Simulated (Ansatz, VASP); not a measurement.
One calculation of TiBr2, two programs

```
CELL_PARAMETERS angstrom
2.07167 1.19608 6.26345
-2.07167 1.19608 6.26345
0.00000 -2.39216 6.26345
ATOMIC_POSITIONS crystal
Ti 0.00000 0.00000 0.00000
Br 0.25200 0.25200 0.25200
Br 0.74800 0.74800 0.74800
```

The cell was built by a generator and needn't be a form met in nature.

Alike in both runs: task single point; functional LDA; k mesh 5 × 5 × 5; occupations gaussian, width 0.05 eV; no spin polarisation; Hubbard terms Ti d U = 6 eV.

|  | VASP | Ansatz |
| --- | --- | --- |
| version | VASP 6.6.1 | Ansatz 0.2.0 |
| potentials or method | VASP PAW LDA potentials, release 64 (Ti_sv, Br) | Ansatz PAW |
| plane-wave cutoff (eV) | 520 | 420 |
| valence electrons in the cell | 26 | 26 |

|  | VASP | Ansatz | Ansatz less VASP |
| --- | --- | --- | --- |
| gap on the k mesh at the Fermi level (eV) | none | none | - |
| pressure (GPa) | -7.5 | -6.3 | +1.21 |
| largest component of the traceless stress (GPa) | 2.46 | 1.72 | -0.740 |
| rms of the force components (eV/Å) | 0.383 | 0.349 | -0.0335 |

The programs project onto different local orbitals, so the same U acts differently. Atom by atom the forces differ by 0.034 eV/Å (rms over components). A gap of «none» marks a metal or a gap that the smearing closes.

Caveats: U without spin polarisation on a metal has little footing; the PAW data sets come from PBE, with cores solved anew for the run's functional, which leaves a small shift of forces and pressure (Ansatz).
